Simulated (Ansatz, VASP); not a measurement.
TiI2 in VASP and in Ansatz

```
Ti I
1.0
     3.52139    0.00000    0.00000
     0.00000    3.52139    0.00000
     0.00000    0.00000   30.31906
Ti I
1 2
Direct
  0.00000 0.00000 0.29684
  0.50000 0.50000 0.23990
  0.50000 0.50000 0.35378
```

Change from the starting cell: species swapped into a sheet of the LaI2 type.

Alike in both runs: functional PBE; k mesh 14 × 14 × 1; occupations gaussian, width 0.1 eV; collinear spin.

Ansatz relaxed the structure, and its values are those at the end. VASP's run is a single point on that final structure, the one shown.

|  | VASP | Ansatz |
| --- | --- | --- |
| version | VASP 6.6.1 | Ansatz 0.2.0 |
| potentials or method | VASP PAW PBE potentials, release 64 (Ti_sv, I) | scalar-relativistic, plane waves, PAW |
| plane-wave cutoff (eV) | 520 | 420 |
| valence electrons in the cell | 26 | 46 |

|  | VASP | Ansatz | Ansatz less VASP |
| --- | --- | --- | --- |
| gap on the k mesh at the Fermi level (eV) | none | none | - |
| net moment per atom (μB) | 0.15 | 0.15 | +0.001 |
| size of the moment on the site where the two differ most (μB) | 0.38 | 0.41 | +0.025 |

Site moments also hang on the region over which each program counts them. A gap of «none» marks a metal or a gap that the smearing closes. The two sets of potentials don't hold the same shells in valence. Ansatz warned: «xc_potential_rough_in_thin_density».

Caveats: semilocal functionals often make such compounds metallic where correlation or magnetic order opens a gap, which also shifts bond lengths. The runs have no spin-orbit coupling, so splittings on I are missing.
